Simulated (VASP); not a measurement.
Elastic constants (GPa) of a crystal from PBEsol GGA, VASP's PBE PAW potentials (set 64) (VASP 6.6.1):

```json
[
 {"": "xx", "xx": "301.6", "yy": "91.6", "zz": "91.6", "yz": "0.0", "xz": "0.0", "xy": "0.0"},
 {"": "yy", "xx": "91.6", "yy": "301.6", "zz": "91.6", "yz": "0.0", "xz": "0.0", "xy": "0.0"},
 {"": "zz", "xx": "91.6", "yy": "91.6", "zz": "301.6", "yz": "0.0", "xz": "0.0", "xy": "0.0"},
 {"": "yz", "xx": "0.0", "yy": "0.0", "zz": "0.0", "yz": "146.5", "xz": "0.0", "xy": "0.0"},
 {"": "xz", "xx": "0.0", "yy": "0.0", "zz": "0.0", "yz": "0.0", "xz": "146.5", "xy": "0.0"},
 {"": "xy", "xx": "0.0", "yy": "0.0", "zz": "0.0", "yz": "0.0", "xz": "0.0", "xy": "146.5"}
]
```

Work out the Voigt, Reuss and Hill moduli, Young's modulus and Poisson's ratio.

All eigenvalues are positive (smallest 146.5 GPa), so the crystal is stable. K_V = (C11+C22+C33+2(C12+C13+C23))/9 = (904.8 + 2×274.8)/9 = 161.6 GPa; G_V = (904.8 − 274.8 + 3×439.5)/15 = 129.9 GPa. From the compliances, K_R = 161.6 GPa and G_R = 126.5 GPa. Hill: K = 161.6 GPa, G = 128.2 GPa, E = 9KG/(3K+G) = 304.2 GPa, ν = (3K−2G)/(2(3K+G)) = 0.186. K/G = 1.26, below Pugh's 1.75; universal anisotropy A^U = 0.13.

With a density of 3.59 g/cm³, what are the mean sound speeds?

v_l = √((K+4G/3)/ρ) = 9.62 km/s and v_t = √(G/ρ) = 5.97 km/s. The crystal is MgO (space group Fm-3m), cubic.

The structure comes from a measured MgO entry (Fm-3m) of the Crystallography Open Database, whose conditions weren't checked. It was relaxed first.
